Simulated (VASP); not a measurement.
Level of theory: PBE GGA, VASP's PBE PAW potentials (set 64) (plane waves; VASP 6.6.1).

VASP input:

### KPOINTS
```
Regular mesh
0
Gamma
 1 1 1
```

INCAR:
```
! general
SYSTEM = LiMg31O32
PREC   = Normal
ENCUT  = 400
LREAL  = Auto
LASPH  = .True.
ISYM   = 0
NELECT = 254.0

! electronic loop
EDIFF  = 1E-5
NELM   = 100
NELMIN = 4
ALGO   = Fast

! smearing
ISMEAR = 0
SIGMA  = 0.05

! functional
GGA    = PE

! ions
IBRION = 2
NSW    = 60
ISIF   = 2
EDIFFG = -0.03

! output
LWAVE  = .True.
LCHARG = .False.
```

POSCAR:
```
LiMg31O32
1.0
  8.4869590160   0.0000000000   0.0000000000
  0.0000000000   8.4869590160   0.0000000000
  0.0000000000   0.0000000000   8.4869590160
Mg O Li
31 32 1
Cartesian
  4.2434795080   0.0000000000   0.0000000000
  6.3652192620   2.1217397540   0.0000000000
  6.3652192620   0.0000000000   2.1217397540
  0.0000000000   0.0000000000   0.0000000000
  2.1217397540   2.1217397540   0.0000000000
  4.2434795080   4.2434795080   0.0000000000
  6.3652192620   6.3652192620   0.0000000000
  2.1217397540   0.0000000000   2.1217397540
  4.2189946312   2.0783374456   2.1648025840
  6.3542371370   4.2312582870   2.1370162802
  4.2434795080   0.0000000000   4.2434795080
  6.3923945048   2.1027883745   4.2916769483
  6.3652192620   0.0000000000   6.3652192620
  0.0000000000   4.2434795080   0.0000000000
  2.1217397540   6.3652192620   0.0000000000
  0.0000000000   2.1217397540   2.1217397540
  2.0904143883   4.2660802799   2.1335790618
  4.2519749540   6.3757176303   2.1022706700
  0.0000000000   0.0000000000   4.2434795080
  2.1617642527   2.1136941169   4.2487329356
  6.3190926397   6.3482283700   4.2368851408
  2.1217397540   0.0000000000   6.3652192620
  4.2620404874   2.0794831851   6.3658472970
  6.3340551485   4.2798036926   6.3605005128
  0.0000000000   6.3652192620   2.1217397540
  0.0000000000   4.2434795080   4.2434795080
  2.1403092203   6.4052946825   4.2260897290
  0.0000000000   2.1217397540   6.3652192620
  2.1670261673   4.2120098640   6.4111846320
  4.2793963186   6.3554253113   6.4089016401
  0.0000000000   6.3652192620   6.3652192620
  6.3652192620   2.1217397540   2.1217397540
  0.0000000000   4.2434795080   2.1217397540
  0.0000000000   2.1217397540   4.2434795080
  2.1217397540   2.1217397540   2.1217397540
  4.2321579047   4.2268959901   2.1230722066
  6.3652192620   6.3652192620   2.1217397540
  0.0000000000   0.0000000000   2.1217397540
  4.2007306954   2.0745692358   4.2084453412
  6.3699210373   4.2905821305   4.2835294676
  0.0000000000   6.3652192620   4.2434795080
  6.3652192620   2.1217397540   6.3652192620
  0.0000000000   4.2434795080   6.3652192620
  0.0000000000   2.1217397540   0.0000000000
  2.1217397540   6.3652192620   2.1217397540
  4.2434795080   0.0000000000   2.1217397540
  2.1335960357   4.2198348402   4.2610984349
  4.2541391285   6.3844591981   4.2475447614
  6.3652192620   0.0000000000   4.2434795080
  2.1217397540   2.1217397540   6.3652192620
  4.2557177029   4.2906924610   6.3819131104
  6.3652192620   6.3652192620   6.3652192620
  0.0000000000   0.0000000000   6.3652192620
  4.2434795080   2.1217397540   0.0000000000
  6.3652192620   4.2434795080   0.0000000000
  0.0000000000   6.3652192620   0.0000000000
  2.1217397540   0.0000000000   4.2434795080
  2.1217397540   6.3652192620   6.3652192620
  4.2434795080   0.0000000000   6.3652192620
  2.1217397540   4.2434795080   0.0000000000
  4.2434795080   6.3652192620   0.0000000000
  6.3652192620   0.0000000000   0.0000000000
  2.1217397540   0.0000000000   0.0000000000
  4.2381242369   4.2157016911   4.2823582673
```

POTCAR, in this order: Mg O Li (PBE.64 set). Program: vasp_gam.

What VASP printed:

**OUTCAR**
```
 ion  position               nearest neighbor table
   1  0.500  0.000  0.000-  46 2.12  54 2.12  59 2.12  61 2.12  62 2.12  63 2.12  23 2.97  30 2.98
                            18 2.98   3 3.00   5 3.00   7 3.00   8 3.00  13 3.00  15 3.00   2 3.00
   2  0.750  0.250  0.000-  32 2.12  42 2.12  44 2.12  54 2.12  55 2.12  62 2.12  23 2.99   1 3.00
                            28 3.00   3 3.00   4 3.00   6 3.00  13 3.00  14 3.00  16 3.00  10 3.00
   3  0.750  0.000  0.250-  32 2.12  37 2.12  38 2.12  46 2.12  49 2.12  62 2.12  18 2.99   9 2.99
                            19 3.00  25 3.00   4 3.00   7 3.00   1 3.00  11 3.00  16 3.00   2 3.00
   4  0.000  0.000  0.000-  38 2.12  44 2.12  53 2.12  56 2.12  62 2.12  63 2.12  15 3.00  16 3.00
                            22 3.00  25 3.00  28 3.00  31 3.00   2 3.00   3 3.00   5 3.00   7 3.00
   5  0.250  0.250  0.000-  35 2.12  44 2.12  50 2.12  54 2.12  60 2.12  63 2.12  29 2.95  28 3.00
                             1 3.00   4 3.00   6 3.00   8 3.00  14 3.00  16 3.00  22 3.00  23 3.01
   6  0.500  0.500  0.000-  51 2.11  54 2.12  55 2.12  60 2.12  61 2.12  36 2.12  29 2.94  30 2.96
                            24 2.98  18 2.99   7 3.00  15 3.00   2 3.00   5 3.00  10 3.00  23 3.03
   7  0.750  0.750  0.000-  37 2.12  52 2.12  55 2.12  56 2.12  61 2.12  62 2.12  30 2.94  24 2.98
                            18 2.98   4 3.00  31 3.00   6 3.00  13 3.00  14 3.00   1 3.00   3 3.00
   8  0.250  0.000  0.250-  35 2.12  38 2.12  45 2.12  46 2.12  57 2.12  63 2.12   9 2.95  27 2.96
                            20 3.00  18 3.00  25 3.00   1 3.00  11 3.00  15 3.00  16 3.00   4 3.00
   9  0.497  0.245  0.255-  39 2.04  46 2.08  35 2.10  32 2.15  36 2.15  54 2.17  20 2.93  11 2.94
                             8 2.95   3 2.99   1 3.00  64 3.01   5 3.01  10 3.03  12 3.04   2 3.05
  10  0.749  0.499  0.252-  32 2.11  36 2.12  33 2.13  37 2.13  55 2.14  40 2.15  21 2.98  26 3.00
                            16 3.00   2 3.00  18 3.00   6 3.00  64 3.01  25 3.02  14 3.02   7 3.02
  11  0.500  0.000  0.500-  39 2.08  48 2.10  46 2.12  49 2.12  57 2.12  59 2.12   9 2.94  27 2.96
                            20 2.97  23 2.97  21 2.98  13 3.00   8 3.00   3 3.00  22 3.00  12 3.01
  12  0.753  0.248  0.506-  42 2.07  34 2.10  49 2.10  32 2.17  40 2.19  39 2.19  28 2.95  13 2.95
                            19 2.97  23 2.97  26 3.00  24 3.00  11 3.01  16 3.02  64 3.02   3 3.02
  13  0.750  0.000  0.750-  42 2.12  49 2.12  52 2.12  53 2.12  59 2.12  62 2.12  12 2.95  23 2.96
                            30 2.98   4 3.00  31 3.00   7 3.00  11 3.00   1 3.00  19 3.00   2 3.00
  14  0.000  0.500  0.000-  33 2.12  43 2.12  44 2.12  55 2.12  56 2.12  60 2.12  17 2.99  28 3.00
                            31 3.00   5 3.00   7 3.00  15 3.00  16 3.00   2 3.00  25 3.00  29 3.00
  15  0.250  0.750  0.000-  45 2.12  56 2.12  58 2.12  60 2.12  61 2.12  63 2.12  29 2.99  18 2.99
                            17 2.99  30 3.00   8 3.00  31 3.00  14 3.00   1 3.00   4 3.00  22 3.00
  16  0.000  0.250  0.250-  32 2.12  33 2.12  34 2.12  35 2.12  38 2.12  44 2.12  17 2.99  10 3.00
                            19 3.00  26 3.00   4 3.00   5 3.00   8 3.00   2 3.00  14 3.00   3 3.00
  17  0.246  0.503  0.251-  33 2.09  45 2.10  47 2.13  60 2.13  36 2.14  35 2.14  25 2.96  26 2.97
                            14 2.99  27 2.99  15 2.99  16 2.99  20 3.02  18 3.02   5 3.03   6 3.03
  18  0.501  0.751  0.248-  61 2.10  46 2.11  37 2.11  45 2.13  48 2.15  36 2.15  21 2.97   1 2.98
                             7 2.98   3 2.99  15 2.99   6 2.99  27 3.00   8 3.00  10 3.00  11 3.01
  19  0.000  0.000  0.500-  34 2.12  38 2.12  41 2.12  49 2.12  53 2.12  57 2.12  12 2.97  27 2.99
                            28 3.00  31 3.00   3 3.00  13 3.00  16 3.00  22 3.00  25 3.00   8 3.00
  20  0.255  0.249  0.501-  39 2.04  47 2.11  57 2.11  50 2.12  35 2.13  34 2.16   9 2.93  64 2.95
...
```

**OSZICAR**
```
       N       E                     dE             d eps       ncg     rms          rms(c)
DAV:   1     0.224958634281E+04    0.22496E+04   -0.12219E+05   328   0.125E+03
DAV:   2    -0.155737625392E+03   -0.24053E+04   -0.23021E+04   448   0.324E+02
DAV:   3    -0.420514128483E+03   -0.26478E+03   -0.26231E+03   376   0.114E+02
DAV:   4    -0.425810038844E+03   -0.52959E+01   -0.52855E+01   360   0.178E+01
DAV:   5    -0.425864173728E+03   -0.54135E-01   -0.54121E-01   368   0.181E+00    0.382E+01
RMM:   6    -0.380524571618E+03    0.45340E+02   -0.20291E+02   320   0.296E+01    0.116E+01
RMM:   7    -0.381182876593E+03   -0.65830E+00   -0.13191E+01   320   0.672E+00    0.791E+00
RMM:   8    -0.381062456195E+03    0.12042E+00   -0.13985E+00   320   0.378E+00    0.368E+00
RMM:   9    -0.381012399588E+03    0.50057E-01   -0.29690E-01   320   0.128E+00    0.143E+00
RMM:  10    -0.380994866499E+03    0.17533E-01   -0.59232E-02   320   0.566E-01    0.761E-01
RMM:  11    -0.380993537321E+03    0.13292E-02   -0.17466E-02   320   0.266E-01    0.564E-01
RMM:  12    -0.380993679159E+03   -0.14184E-03   -0.44326E-03   320   0.137E-01    0.414E-01
RMM:  13    -0.380994450306E+03   -0.77115E-03   -0.46010E-03   321   0.138E-01    0.185E-01
RMM:  14    -0.380995158278E+03   -0.70797E-03   -0.94985E-04   320   0.731E-02    0.829E-02
RMM:  15    -0.380995298475E+03   -0.14020E-03   -0.59315E-04   320   0.548E-02    0.400E-02
RMM:  16    -0.380995333869E+03   -0.35394E-04   -0.16836E-04   297   0.266E-02    0.319E-02
RMM:  17    -0.380995328174E+03    0.56944E-05   -0.15536E-05   205   0.861E-03
   1 F= -.38099533E+03 E0= -.38095685E+03  d E =-.380995E+03
       N       E                     dE             d eps       ncg     rms          rms(c)
DAV:   1    -0.381276688268E+03   -0.28135E+00   -0.56006E+01   360   0.201E+01    0.112E+00
RMM:   2    -0.381356586550E+03   -0.79898E-01   -0.10547E+00   320   0.265E+00    0.644E-01
RMM:   3    -0.381349848976E+03    0.67376E-02   -0.61556E-02   320   0.689E-01    0.435E-01
RMM:   4    -0.381343712213E+03    0.61368E-02   -0.15895E-02   320   0.271E-01    0.236E-01
RMM:   5    -0.381341321986E+03    0.23902E-02   -0.97299E-03   320   0.197E-01    0.757E-02
RMM:   6    -0.381341364249E+03   -0.42263E-04   -0.12648E-03   320   0.770E-02    0.423E-02
RMM:   7    -0.381341370030E+03   -0.57809E-05   -0.18371E-04   301   0.290E-02    0.215E-02
RMM:   8    -0.381341375354E+03   -0.53242E-05   -0.51069E-05   265   0.152E-02
   2 F= -.38134138E+03 E0= -.38130281E+03  d E =-.346047E+00
       N       E                     dE             d eps       ncg     rms          rms(c)
DAV:   1    -0.381366144283E+03   -0.24774E-01   -0.12548E+01   384   0.967E+00    0.487E-01
RMM:   2    -0.381383698959E+03   -0.17555E-01   -0.23103E-01   320   0.127E+00    0.239E-01
RMM:   3    -0.381382190158E+03    0.15088E-02   -0.13278E-02   320   0.328E-01    0.170E-01
RMM:   4    -0.381380976961E+03    0.12132E-02   -0.49555E-03   320   0.150E-01    0.841E-02
RMM:   5    -0.381380806854E+03    0.17011E-03   -0.10286E-03   320   0.686E-02    0.248E-02
RMM:   6    -0.381380817851E+03   -0.10997E-04   -0.10889E-04   301   0.234E-02    0.130E-02
RMM:   7    -0.381380821466E+03   -0.36150E-05   -0.25926E-05   214   0.106E-02
   3 F= -.38138082E+03 E0= -.38134226E+03  d E =-.385493E+00
       N       E                     dE             d eps       ncg     rms          rms(c)
DAV:   1    -0.381394467660E+03   -0.13650E-01   -0.50677E+00   368   0.646E+00    0.314E-01
RMM:   2    -0.381402996964E+03   -0.85293E-02   -0.10050E-01   320   0.855E-01    0.139E-01
RMM:   3    -0.381402623651E+03    0.37331E-03   -0.54629E-03   320   0.215E-01    0.965E-02
RMM:   4    -0.381402261287E+03    0.36236E-03   -0.18032E-03   320   0.970E-02    0.252E-02
RMM:   5    -0.381402270452E+03   -0.91654E-05   -0.19981E-04   314   0.338E-02    0.139E-02
RMM:   6    -0.381402272749E+03   -0.22967E-05   -0.29603E-05   219   0.120E-02
   4 F= -.38140227E+03 E0= -.38136371E+03  d E =-.214513E-01
       N       E                     dE             d eps       ncg     rms          rms(c)
DAV:   1    -0.381402784453E+03   -0.51400E-03   -0.29499E+00   368   0.492E+00    0.238E-01
RMM:   2    -0.381407703506E+03   -0.49191E-02   -0.58183E-02   320   0.651E-01    0.106E-01
RMM:   3    -0.381407479140E+03    0.22437E-03   -0.31562E-03   320   0.163E-01    0.735E-02
RMM:   4    -0.381407270788E+03    0.20835E-03   -0.10464E-03   320   0.739E-02    0.185E-02
RMM:   5    -0.381407276971E+03   -0.61830E-05   -0.11314E-04   305   0.256E-02    0.107E-02
RMM:   6    -0.381407278309E+03   -0.13378E-05   -0.16923E-05   204   0.895E-03
   5 F= -.38140728E+03 E0= -.38136871E+03  d E =-.264568E-01
       N       E                     dE             d eps       ncg     rms          rms(c)
DAV:   1    -0.381409563482E+03   -0.22865E-02   -0.86605E-01   368   0.269E+00    0.129E-01
RMM:   2    -0.381410957152E+03   -0.13937E-02   -0.16638E-02   320   0.354E-01    0.582E-02
RMM:   3    -0.381410883748E+03    0.73405E-04   -0.90044E-04   320   0.887E-02    0.401E-02
RMM:   4    -0.381410820174E+03    0.63574E-04   -0.31738E-04   320   0.402E-02    0.111E-02
RMM:   5    -0.381410821501E+03   -0.13273E-05   -0.33691E-05   228   0.140E-02
   6 F= -.38141082E+03 E0= -.38137226E+03  d E =-.354319E-02
       N       E                     dE             d eps       ncg     rms          rms(c)
DAV:   1    -0.381410916883E+03   -0.96709E-04   -0.32858E-01   368   0.165E+00    0.794E-02
RMM:   2    -0.381411449029E+03   -0.53215E-03   -0.63162E-03   320   0.218E-01    0.361E-02
RMM:   3    -0.381411422750E+03    0.26279E-04   -0.34191E-04   320   0.547E-02    0.250E-02
RMM:   4    -0.381411399371E+03    0.23378E-04   -0.11799E-04   302   0.246E-02    0.776E-03
RMM:   5    -0.381411399662E+03   -0.29051E-06   -0.13112E-05   193   0.870E-03
   7 F= -.38141140E+03 E0= -.38137283E+03  d E =-.412135E-02
       N       E                     dE             d eps       ncg     rms          rms(c)
DAV:   1    -0.381411917629E+03   -0.51826E-03   -0.24466E-01   368   0.145E+00    0.702E-02
RMM:   2    -0.381412335975E+03   -0.41835E-03   -0.47934E-03   320   0.192E-01    0.305E-02
RMM:   3    -0.381412324529E+03    0.11446E-04   -0.26271E-04   320   0.481E-02    0.211E-02
RMM:   4    -0.381412311049E+03    0.13480E-04   -0.63355E-05   290   0.186E-02    0.103E-02
RMM:   5    -0.381412308953E+03    0.20963E-05   -0.13891E-05   192   0.875E-03
   8 F= -.38141231E+03 E0= -.38137374E+03  d E =-.909291E-03
       N       E                     dE             d eps       ncg     rms          rms(c)
DAV:   1    -0.381412306832E+03    0.42170E-05   -0.88010E-02   352   0.867E-01    0.426E-02
RMM:   2    -0.381412460320E+03   -0.15349E-03   -0.17471E-03   320   0.116E-01    0.182E-02
RMM:   3    -0.381412457061E+03    0.32593E-05   -0.96710E-05   319   0.291E-02    0.127E-02
RMM:   4    -0.381412452518E+03    0.45430E-05   -0.22125E-05   201   0.111E-02
   9 F= -.38141245E+03 E0= -.38137389E+03  d E =-.105286E-02
```

**OUTCAR**
```
------------------------ aborting loop because EDIFF is reached ----------------------------------------
  FORCE on cell =-STRESS in cart. coord.  units (eV):
  Direction    XX          YY          ZZ          XY          YZ          ZX
  --------------------------------------------------------------------------------------
  Total      -25.8236366    -25.8271782    -25.8116348      0.0006965     -0.0017042      0.0069499
  in kB      -67.6817640    -67.6910464    -67.6503081      0.0018255     -0.0044666      0.0182152
  external PRESSURE =     -67.6743728 kB  Pullay stress =       0.0000000 kB
  volume of cell :      611.30
      direct lattice vectors                 reciprocal lattice vectors
     8.486959016  0.000000000  0.000000000     0.117827834  0.000000000  0.000000000
     0.000000000  8.486959016  0.000000000     0.000000000  0.117827834  0.000000000
     0.000000000  0.000000000  8.486959016     0.000000000  0.000000000  0.117827834
  FREE ENERGIE OF THE ION-ELECTRON SYSTEM (eV)
  ---------------------------------------------------
  free  energy   TOTEN  =      -381.4124525179 eV

  energy  without entropy=     -381.3353213965  energy(sigma->0) =     -381.37388696

 reached required accuracy - stopping structural energy minimisation
```
(Selected blocks of OUTCAR.)

**CONTCAR**
```
LiMg31O32
   1.00000000000000
     8.4869590160000001    0.0000000000000000    0.0000000000000000
     0.0000000000000000    8.4869590160000001    0.0000000000000000
     0.0000000000000000    0.0000000000000000    8.4869590160000001
  Mg              O               Li
    31    32     1
Direct
     0.5000462946481730    0.9997995411378240    0.0004467330319742
     0.7495951011793133    0.2504600668856013    0.0005727971053234
     0.7494415975225844    0.9998351948878262    0.2508163555638602
     0.0000262062545351    0.9999864717204898    0.0002740177692499
     0.2505250950989183    0.2504404835953508    0.0004847048766431
     0.5000394387265612    0.4998942859998685    0.0004935163622562
     0.7494787226620583    0.7493523455641991    0.0004139761160940
     0.2504529734118176    0.9998277695304993    0.2508398992291528
     0.4999329540970594    0.2528445682024160    0.2535623551199081
     0.7468505803105102    0.4999486967737845    0.2536517786096571
     0.5000571322914197    0.9998500802117711    0.5003106491865718
     0.7471248847727749    0.2528760130855363    0.5005700121279203
     0.7497094225951274    0.9999076815985537    0.7498040865340211
     0.0000631057201798    0.4999812651544840    0.0005153530493897
     0.2505465382751192    0.7492916221719486    0.0004172944780203
     0.9999408273281186    0.2505176152910339    0.2509397472690076
     0.2530109616409669    0.4997002880807878    0.2535650478766150
     0.4999622284697873    0.7466760569146079    0.2536546294450652
     0.0001136960989937    0.9998962871290757    0.5002319690001372
     0.2530908982036640    0.2528540829775733    0.5005112537148716
     0.7470432911337450    0.7467331134271596    0.5005201028234515
     0.2506884495314624    0.9998790731984440    0.7497461306736440
     0.5001535669906103    0.2527773858437809    0.7476785562430407
     0.7471927530039458    0.4998672332948876    0.7475389425030239
     0.9999805839810590    0.7493259574417790    0.2508514775962123
     0.0001125461352224    0.4998818373576656    0.5004328747045683
     0.2530705004383896    0.7468306101978279    0.5003226649248833
     0.0001937612285889    0.2505386158722850    0.7498727961523287
     0.2530547403048337    0.4998699591731031    0.7475556506587270
     0.5002636471334874    0.7467127248322183    0.7473851412008444
     0.0001630785952038    0.7494906220709225    0.7498668433091975
     0.7499389011980198    0.2499937470261512    0.2505607471143161
     0.0000278328605889    0.4998840117633054    0.2495149965578087
     0.0000508840853653    0.2489500799392808    0.5003707150375576
     0.2500022475857670    0.2498757099314499    0.2505309609683237
     0.4999710467655804    0.4997535400390389    0.2443345990400425
     0.7498965699602594    0.7498122576505170    0.2505057058676021
     0.9999845901636724    0.9999406376052943    0.2500260351396665
     0.4999788013963529    0.2437569234902280    0.5005551212657584
     0.7562829741740494    0.4998481986213585    0.5006769052345826
     0.0001215161892377    0.7508781424494101    0.5003522441459181
     0.7501192424173720    0.2499586320803540    0.7503956401136316
     0.0001605122669079    0.5000028199935515    0.7514456258081325
     0.0001153483577579    0.2497782242793482    0.0004724121380968
     0.2500262310137628    0.7497119574372559    0.2504211369653776
     0.4999280691883101    0.9998427255694011    0.2494341223623242
     0.2439741877646262    0.4997248829471225    0.5005421243581588
     0.5000927830177210    0.7560159025125374    0.5004927966225021
     0.7510209397027167    0.9999665905558447    0.5003118285203116
     0.2501436210157652    0.2499924450168715    0.7503699732124263
     0.5001336474895201    0.4998125604986624    0.7567159586889340
     0.7500409092703498    0.7497805760480537    0.7503694878631280
     0.0001840981481176    0.9999411642189011    0.7505393294222812
     0.5000231934782796    0.2488907407149859    0.0004778739008462
     0.7510098457783676    0.4999158029873134    0.0005958003120073
     0.9999893379959385    0.7501837129375183    0.0003899413564729
     0.2491266958645000    0.9997866662997027    0.5002748945843983
     0.2502353912355784    0.7498296355848342    0.7503196621113641
     0.5001866593197811    0.9999726821731602    0.7513258239154184
     0.2490828910321188    0.4998300406861012    0.0004842253972762
     0.5000373908438787    0.7507962053558487    0.0004717872700740
     0.7503518914750195    0.9998452843817546    0.0003336157829130
     0.2497313279480583    0.9999011196432905    0.0003578645720187
     0.4996368432124209    0.4991118299382585    0.5015616870946751
```

**OUTCAR**
```
 val. band max:        2.8854321507   @ k =   0.0000   0.0000   0.0000

 cond. band min:       7.5293325242   @ k =   0.0000   0.0000   0.0000


 Fermi energy:         2.9006307087

 k-point     1 :       0.0000    0.0000    0.0000
  band No.  band energies     occupation
      1     -14.2643      2.00000
      2     -13.5842      2.00000
      3     -13.5836      2.00000
      4     -13.5828      2.00000
      5     -13.5597      2.00000
      6     -13.5592      2.00000
      7     -13.4613      2.00000
      8     -13.1936      2.00000
      9     -13.1928      2.00000
     10     -13.1916      2.00000
     11     -13.1268      2.00000
     12     -13.1251      2.00000
     13     -13.1250      2.00000
     14     -13.1247      2.00000
     15     -13.1218      2.00000
     16     -13.1212      2.00000
     17     -13.1207      2.00000
     18     -13.1093      2.00000
     19     -13.1092      2.00000
     20     -12.9908      2.00000
     21     -12.9555      2.00000
     22     -12.9550      2.00000
     23     -12.9545      2.00000
     24     -12.8208      2.00000
     25     -12.8200      2.00000
     26     -12.8177      2.00000
     27     -12.7646      2.00000
     28     -12.7451      2.00000
     29     -12.7447      2.00000
     30     -12.7442      2.00000
     31     -12.6262      2.00000
     32     -12.6255      2.00000
     33      -1.6116      2.00000
     34      -1.6115      2.00000
     35      -1.6115      2.00000
     36      -1.4920      2.00000
     37      -1.0755      2.00000
     38      -1.0754      2.00000
     39      -1.0753      2.00000
     40      -0.5559      2.00000
     41      -0.5554      2.00000
     42      -0.5550      2.00000
     43      -0.5389      2.00000
     44      -0.5388      2.00000
     45      -0.5385      2.00000
     46      -0.5049      2.00000
     47      -0.5046      2.00000
     48      -0.5043      2.00000
     49      -0.4851      2.00000
     50      -0.4848      2.00000
     51      -0.1912      2.00000
...
```

At this cut-off the stress carries a Pulay error, which pulls relaxed volumes low. The cell is charged, with a uniform compensating background. The supercell is sampled at Γ alone, which is coarse: total energies, pressure and levels can be off, energies of defects by several tenths of an eV.

The cell is a supercell with a defect, built from MgO (rock salt): Li_Mg, charge +1. The run is not spin-polarised, so no state with unpaired spins was tried.
